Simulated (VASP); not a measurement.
Calculation: HSE06 screened hybrid, VASP's PBE PAW potentials (set 64) (plane waves; VASP).

The input files of a VASP run:

**INCAR**
```
! general
SYSTEM   = Ga35GeN36
PREC     = Normal
ENCUT    = 400
LREAL    = Auto
LASPH    = .TRUE.
ISYM     = 0

! electronic loop
EDIFF    = 1E-5
NELM     = 50
NELMIN   = 4
ALGO     = Normal
LMAXMIX  = 4

! smearing
ISMEAR   = 0
SIGMA    = 0.05

! functional
GGA      = PE
LHFCALC  = .TRUE.
AEXX     = 0.25
HFSCREEN = 0.2
PRECFOCK = Fast

! spin
ISPIN    = 2
MAGMOM   = 72*0.0139
NUPDOWN  = 1

! ions
ISIF     = 0

! output
LWAVE    = .FALSE.
LCHARG   = .FALSE.
LORBIT   = 10
```

POSCAR:
```
Ga35GeN36
1
    4.8683178927    -8.4321738171     0.0000000000
    4.8683178927     8.4321738171     0.0000000000
    0.0000000000     0.0000000000    10.5562839806
Ga N Ge
35 36 1
Direct
  0.2220343977   0.1108333305   0.2494594047
  0.1111224242   0.2220305085   0.9997417550
  0.2216618977   0.1101878404   0.7507108447
  0.1101459122   0.2195264651   0.5007438025
  0.2225496407   0.4447456159   0.2481709073
  0.1110561736   0.5556456414   0.9997795283
  0.2195477295   0.4428437317   0.7499241689
  0.1100419818   0.5569696117   0.5010501132
  0.2220389443   0.7777359879   0.2496211224
  0.1109961937   0.8887184256   0.9999375853
  0.2218832137   0.7777346549   0.7508003578
  0.1107916026   0.8884674982   0.5001253236
  0.5560055425   0.1113468696   0.2495293968
  0.4442396228   0.2221406977   0.9998577993
  0.5556068185   0.1109026535   0.7506485303
  0.4422710474   0.2191788037   0.5009545192
  0.5550155093   0.4446136801   0.2482365966
  0.4443792729   0.5554739604   0.9993772771
  0.5561415449   0.4427749033   0.7498009538
  0.5552715270   0.7770945399   0.2481924943
  0.4442336169   0.8887401317   0.9999512290
  0.5562673449   0.7796218388   0.7498916448
  0.4426192015   0.8889037650   0.5008540730
  0.8885324879   0.1111976359   0.2494510891
  0.7777641206   0.2222476948   0.9997341985
  0.8885824264   0.1110163223   0.7506322350
  0.7775884151   0.2220043885   0.5006559622
  0.8884665857   0.4440957829   0.2494844777
  0.7776513232   0.5555243199   0.9999219817
  0.8884692415   0.4440255171   0.7507149974
  0.7793429307   0.5567816700   0.5009540631
  0.8891781867   0.7779509351   0.2496946721
  0.7776968585   0.8887033286   0.9997703077
  0.8888603762   0.7775297264   0.7508165682
  0.7794530484   0.8888557657   0.5011684123
  0.2217844083   0.1105255566   0.4379879715
  0.1112420488   0.2227274398   0.1889035861
  0.2221943352   0.1110504330   0.9386212489
  0.1109240512   0.2216978319   0.6882207848
  0.2289756488   0.4477520101   0.4403151496
  0.1111132461   0.5552106014   0.1888835770
  0.2226526914   0.4445964836   0.9373578357
  0.1108549736   0.5553936422   0.6885224694
  0.2219259107   0.7774296924   0.4381572789
  0.1111472421   0.8888245869   0.1883390578
  0.2222609142   0.7776710429   0.9386705200
  0.1106637784   0.8883494213   0.6883544343
  0.5555852268   0.1107578187   0.4381729742
  0.4446902619   0.2227453765   0.1889460291
  0.5553122086   0.1109525404   0.9387084949
  0.4439240164   0.2215563501   0.6883686709
  0.5513175489   0.4473445073   0.4403406868
  0.4442042360   0.5554763723   0.1877608755
  0.5550945022   0.4446165901   0.9372510255
  0.4439376345   0.5550001943   0.6816840443
  0.5515185469   0.7697604314   0.4402710355
  0.4447522178   0.8886120226   0.1890262685
  0.5551015790   0.7770689810   0.9373664263
  0.4440906151   0.8885224484   0.6883172118
  0.8883283854   0.1106432035   0.4381429057
  0.7778094560   0.2222727707   0.1881897141
  0.8889287188   0.1109670077   0.9385579900
  0.7775735770   0.2220090952   0.6886332986
  0.8882831426   0.4439336977   0.4381818066
  0.7770360531   0.5553898903   0.1890345773
  0.8888449877   0.4446286902   0.9386464430
  0.7774015464   0.5553431094   0.6883905323
  0.8885413541   0.7774254280   0.4382291129
  0.7772211012   0.8885546269   0.1888433262
  0.8886485884   0.7776139095   0.9387636761
  0.7774612855   0.8884871897   0.6885628914
  0.4437767993   0.5547357635   0.4998716756
```

### KPOINTS
```
K-points
0
Gamma
  1 1 1
0 0 0
```

POTCAR, in this order: Ga N Ge (PBE.64 set). Program: vasp_gam. Read from the step before: WAVECAR.

Output

**OSZICAR**
```
       N       E                     dE             d eps       ncg     rms          rms(c)
DAV:   1    -0.528366635067E+03   -0.52837E+03   -0.22585E+01   734   0.124E+01    0.949E+00
DAV:   2    -0.528528965455E+03   -0.16233E+00   -0.71073E-01   848   0.143E+00    0.648E+00
DAV:   3    -0.528481198984E+03    0.47766E-01   -0.18090E-02   832   0.357E-01    0.377E+00
DAV:   4    -0.528461032872E+03    0.20166E-01   -0.15196E-02   816   0.225E-01    0.213E+00
DAV:   5    -0.528455069282E+03    0.59636E-02   -0.39375E-03   816   0.115E-01    0.118E+00
DAV:   6    -0.528452898763E+03    0.21705E-02   -0.87868E-04   832   0.685E-02    0.658E-01
DAV:   7    -0.528452168217E+03    0.73055E-03   -0.34260E-04   826   0.455E-02    0.365E-01
DAV:   8    -0.528451932296E+03    0.23592E-03   -0.10156E-04   826   0.251E-02    0.202E-01
DAV:   9    -0.528451858587E+03    0.73709E-04   -0.37353E-05   640   0.146E-02    0.112E-01
DAV:  10    -0.528451838594E+03    0.19993E-04   -0.14356E-05   448   0.902E-03    0.611E-02
DAV:  11    -0.528451834730E+03    0.38647E-05   -0.57580E-06   448   0.463E-03
   1 F= -.52845183E+03 E0= -.52845183E+03  d E =-.384396E-11  mag=     1.0000
```

File OUTCAR:
```
------------------------ aborting loop because EDIFF is reached ----------------------------------------
  volume of cell :      866.68
      direct lattice vectors                 reciprocal lattice vectors
     4.868317893 -8.432173817  0.000000000     0.102704879 -0.059296690  0.000000000
     4.868317893  8.432173817  0.000000000     0.102704879  0.059296690  0.000000000
     0.000000000  0.000000000 10.556283981     0.000000000  0.000000000  0.094730305
  FREE ENERGIE OF THE ION-ELECTRON SYSTEM (eV)
  ---------------------------------------------------
  free  energy   TOTEN  =      -528.4518347296 eV

  energy  without entropy=     -528.4518347296  energy(sigma->0) =     -528.45183473

  exchange ACFDT corr.  =         0.00000000  see jH, gK, PRB 81, 115126

 total charge

# of ion       s       p       d       tot
------------------------------------------
    1        1.016   1.392   0.383   2.790
    2        1.016   1.385   0.379   2.780
    3        1.017   1.391   0.382   2.789
    4        1.015   1.372   0.373   2.760
    5        1.016   1.384   0.379   2.778
    6        1.016   1.385   0.379   2.780
    7        1.017   1.380   0.377   2.774
    8        1.015   1.372   0.373   2.761
    9        1.016   1.392   0.383   2.790
   10        1.016   1.392   0.382   2.791
   11        1.017   1.391   0.382   2.789
   12        1.017   1.393   0.381   2.791
   13        1.016   1.391   0.382   2.789
   14        1.016   1.385   0.379   2.780
   15        1.017   1.390   0.381   2.788
   16        1.015   1.372   0.374   2.762
   17        1.016   1.385   0.379   2.779
   18        1.018   1.399   0.385   2.802
   19        1.017   1.380   0.377   2.774
   20        1.016   1.384   0.379   2.778
   21        1.016   1.385   0.379   2.780
   22        1.017   1.380   0.377   2.774
   23        1.015   1.372   0.373   2.761
   24        1.016   1.392   0.383   2.790
   25        1.016   1.391   0.382   2.789
   26        1.017   1.390   0.381   2.788
   27        1.016   1.391   0.382   2.789
   28        1.016   1.392   0.383   2.790
   29        1.016   1.385   0.379   2.780
   30        1.017   1.391   0.381   2.789
   31        1.015   1.373   0.374   2.762
   32        1.016   1.392   0.383   2.790
   33        1.016   1.385   0.379   2.780
   34        1.017   1.391   0.382   2.789
   35        1.015   1.372   0.374   2.761
   36        1.235   2.452   0.000   3.687
   37        1.234   2.449   0.000   3.684
   38        1.234   2.452   0.000   3.686
   39        1.234   2.452   0.000   3.686
   40        1.243   2.438   0.000   3.681
   41        1.234   2.450   0.000   3.684
   42        1.234   2.449   0.000   3.683
   43        1.234   2.452   0.000   3.686
   44        1.235   2.452   0.000   3.687
   45        1.234   2.452   0.000   3.686
   46        1.234   2.453   0.000   3.687
   47        1.234   2.451   0.000   3.684
   48        1.236   2.446   0.000   3.682
   49        1.234   2.450   0.000   3.684
   50        1.234   2.451   0.000   3.685
   51        1.234   2.452   0.000   3.687
   52        1.243   2.438   0.000   3.681
   53        1.234   2.457   0.000   3.690
   54        1.234   2.449   0.000   3.683
   55        1.241   2.441   0.000   3.682
   56        1.242   2.438   0.000   3.681
   57        1.234   2.450   0.000   3.684
   58        1.234   2.449   0.000   3.683
   59        1.234   2.452   0.000   3.687
   60        1.236   2.446   0.000   3.681
   61        1.234   2.453   0.000   3.687
   62        1.234   2.452   0.000   3.685
   63        1.234   2.451   0.000   3.685
   64        1.236   2.446   0.000   3.682
   65        1.234   2.450   0.000   3.684
   66        1.234   2.452   0.000   3.686
   67        1.234   2.452   0.000   3.687
   68        1.235   2.452   0.000   3.687
   69        1.234   2.450   0.000   3.684
   70        1.234   2.452   0.000   3.686
   71        1.234   2.452   0.000   3.687
   72        1.014   1.247   0.286   2.547
--------------------------------------------------
tot         81.044 137.926  13.565 232.535

 magnetization (x)

# of ion       s       p       d       tot
------------------------------------------
    1        0.007  -0.001  -0.000   0.006
    2        0.008  -0.000  -0.000   0.007
    3        0.008  -0.001  -0.000   0.007
    4        0.010  -0.001  -0.000   0.009
    5        0.008  -0.000  -0.000   0.007
    6        0.008  -0.000  -0.000   0.008
    7        0.009  -0.000  -0.000   0.008
    8        0.010  -0.001  -0.000   0.009
    9        0.007  -0.001  -0.000   0.006
   10        0.008  -0.001  -0.000   0.007
   11        0.008  -0.001  -0.000   0.007
   12        0.009  -0.000  -0.000   0.008
   13        0.007  -0.001  -0.000   0.006
...
```
(Selected blocks of OUTCAR.)

The supercell is sampled at Γ alone, which is coarse: total energies, pressure and levels can be off, energies of defects by several tenths of an eV.

The cell is a supercell with a defect, built from GaN (wurtzite): Ge_Ga. The cell's shape comes from a PBE relaxation.
